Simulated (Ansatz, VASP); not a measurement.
## Ta4O: VASP beside Ansatz

The input INCAR:

```
PREC = Accurate
ENCUT = 520
EDIFF = 1E-6
ISMEAR = 0
SIGMA = 0.1
LREAL = F
LASPH = T
NELM = 80
ALGO = Normal
ISIF = 2
LWAVE = F
LCHARG = T
GGA = PE
LELF = T
LVHAR = T
NBANDS = 33
```

File KPOINTS:

```
regular mesh
0
Gamma
  6 6 4
```

File POSCAR:

```
Ta4O
1.0
    3.2574970000      0.0000000000      0.0000000000
    0.0000000000      3.2574970000      0.0000000000
    0.0000000000      0.0000000000      7.4093410000
Ta O
4 1
Direct
    0.0000000000      0.0000000000      0.5000000000
    0.5000000000      0.5000000000      0.7831580000
    0.5000000000      0.5000000000      0.2168420000
    0.0000000000      0.0000000000      0.0000000000
    0.5000000000      0.5000000000      0.5000000000
```

Input for Ansatz:

```yaml
crystal:
  lattice:
    - [3.257497, 0.0, 0.0]
    - [0.0, 3.257497, 0.0]
    - [0.0, 0.0, 7.409341]
  atoms:
    - { symbol: Ta, position: [0.0, 0.0, 0.5] }
    - { symbol: Ta, position: [0.5, 0.5, 0.783158] }
    - { symbol: Ta, position: [0.5, 0.5, 0.216842] }
    - { symbol: Ta, position: [0.0, 0.0, 0.0] }
    - { symbol: O, position: [0.5, 0.5, 0.5] }
basis:
  ecutwfc: 420
kpoints:
  mp_grid: { grid: [6, 6, 4] }
hamiltonian:
  xc: pbe
scf:
  occupations: { method: gaussian, width: 0.1 }
output:
  forces: true
  stress: true
  eigenvalues: true
```

Alike in both runs: task single point; functional PBE; k mesh 6 × 6 × 4; occupations gaussian, width 0.1 eV; no spin polarisation.

```csv
,VASP,Ansatz
version,VASP 6.6.1,Ansatz 0.2.0
potentials or method,"VASP PAW PBE potentials, release 64 (Ta_pv, O)","scalar-relativistic, plane waves, PAW"
plane-wave cutoff (eV),520,420
valence electrons in the cell,50,58
```

|  | VASP | Ansatz | Ansatz less VASP |
| --- | --- | --- | --- |
| gap on the k mesh at the Fermi level (eV) | none | none | - |
| pressure (GPa) | -0.5 | -0.7 | -0.24 |
| largest component of the traceless stress (GPa) | 0.02 | 0.09 | +0.065 |
| rms of the force components (eV/Å) | 0.041 | 0.054 | +0.0125 |

Atom by atom the forces differ by 0.013 eV/Å (rms over components). A gap of «none» marks a metal or a gap that the smearing closes. The two sets of potentials don't hold the same shells in valence.

The runs have no spin-orbit coupling, so splittings on Ta are missing.
